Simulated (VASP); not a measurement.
Set up this calculation in VASP 6.6.1, as the native input.

- Task: relaxation of cell and atoms
- Functional: PBE
- Potentials or basis: VASP PAW PBE potentials, release 64 (Si, W_sv)
- Cutoff: 520 eV
- k mesh: 18 × 18 × 18
- Occupations: gaussian, width 0.1 eV
- Spin: no spin polarisation
- Further INCAR settings: ALGO = Fast; EDIFF = 1e-07; IBRION = 2; EDIFFG = -0.002; NSW = 80; ISIF = 3

The structure of Si2W lies in POSCAR:

```
Si2W                                    
1.0
   -1.6149009561      1.6149009561      3.9337557762
    1.6149009561     -1.6149009561      3.9337557762
    1.6149009561      1.6149009561     -3.9337557762
  Si              W             
     2     1
Direct
     0.3345586759891791    0.3345586759891791    0.0000000000000000
     0.6654413240108209    0.6654413240108209    0.0000000000000000
     0.0000000000000000    0.0000000000000000    0.0000000000000000
```

One way to write it, as run:

INCAR

```
SYSTEM = Si2W
PREC = Accurate ; ENCUT = 520
EDIFF = 1E-7 ; ISMEAR = 0
SIGMA = 0.1 ; LREAL = .FALSE.
LASPH = .TRUE. ; NELM = 100
ALGO = Fast ; ISIF = 3
LWAVE = .FALSE. ; LCHARG = .FALSE.
GGA = PE ; IBRION = 2
NSW = 80 ; EDIFFG = -0.002
KPAR = 4
```

KPOINTS

```
Automatic mesh
0
G
  18 18 18
  0 0 0
```

Potentials or basis: VASP PAW PBE potentials, release 64 (Si, W_sv).

Command:

```bash
$ cat potpaw_PBE.64/Si/POTCAR potpaw_PBE.64/W_sv/POTCAR > POTCAR
$ mpirun -np 4 vasp_std > vasp.out
```

Results of the run:

The pressure after relaxing is 0.0 GPa and the band gap on the k mesh is none (metal or under the smearing width).

Caveat: the relaxation stopped at its first step, so nothing moved.

It took 83 s on 4 MPI ranks on Intel(R) Xeon(R) 6975P-C (Granite Rapids) (shared host), peak memory 0.45 GiB a rank.
